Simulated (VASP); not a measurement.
A run of VASP 6.6.1 is set up as follows.

INCAR

```
PREC = Accurate
ENCUT = 600
EDIFF = 1E-7
ISMEAR = 0
SIGMA = 0.1
LREAL = False
LASPH = True
NELM = 100
ALGO = Fast
ISIF = 3
LWAVE = False
LCHARG = False
GGA = PE
IBRION = 2
NSW = 90
EDIFFG = -0.04
```

File KPOINTS:

```
Automatic mesh
0
Gamma
  4 4 4
```

File POSCAR:

```
Tl3Te2
1.0
    5.8758299800      0.0000000000      0.0000000000
    0.0000000000      5.8758299800      0.0000000000
    0.0000000000      0.0000000000      5.8758299800
Tl Te
3 2
Direct
    0.5000000000      0.0000000000      0.0000000000
    0.0000000000      0.5000000000      0.0000000000
    0.0000000000      0.0000000000      0.5000000000
    0.5000000000      0.5000000000      0.5000000000
    0.0000000000      0.0000000000      0.0000000000
```

Potentials or basis: VASP PAW PBE potentials, release 64 (Tl_d, Te).

Command:

```sh
$ cat potpaw_PBE.64/Tl_d/POTCAR potpaw_PBE.64/Te/POTCAR > POTCAR
$ mpirun -np 1 vasp_std > vasp.out
```

(1) Estimate the space group after relaxing (to 0.05 Å).

(2) Predict the relaxed cell.

## Answers

(1) Pm-3m (No. 221).

(2) a = 6.043 Å, b = 6.043 Å, c = 6.043 Å, α = 90.00°, β = 90.00°, γ = 90.00°.
